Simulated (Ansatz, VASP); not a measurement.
**Two plane-wave programs on Ag3SnSe**

```
CELL_PARAMETERS angstrom
4.02110 0.00000 0.00000
0.00000 4.02110 0.00000
0.00000 0.00000 7.08858
ATOMIC_POSITIONS crystal
Ag 0.00000 0.50000 0.94046
Ag 0.50000 0.00000 0.94046
Ag 0.00000 0.00000 0.62226
Sn 0.00000 0.00000 0.23305
Se 0.50000 0.50000 0.62376
```

Change from the starting cell: species swapped into the BaTiO3 type (P4mm, No. 99).

Alike in both runs: functional PBE; k mesh 4 × 4 × 4; occupations gaussian, width 0.1 eV; no spin polarisation.

Ansatz relaxed the structure, and its values are those at the end. VASP's run is a single point on that final structure, the one shown.

|  | VASP | Ansatz |
| --- | --- | --- |
| version | VASP 6.6.1 | Ansatz 0.2.0 |
| potentials or method | VASP PAW PBE potentials, release 64 (Ag, Sn_d, Se) | scalar-relativistic, plane waves, PAW |
| plane-wave cutoff (eV) | 520 | 420 |
| valence electrons in the cell | 53 | 87 |

```csv
,VASP,Ansatz,Ansatz less VASP
gap on the k mesh at the Fermi level (eV),none,none,-
pressure (GPa),-0.1,0.0,+0.04
rms of the force components (eV/Å),0.003,0.004,+0.0014
```

A gap of «none» marks a metal or a gap that the smearing closes. The two sets of potentials don't hold the same shells in valence.

Caveats: the k mesh is coarse (spacing up to 0.39 Å⁻¹), so the values aren't converged.
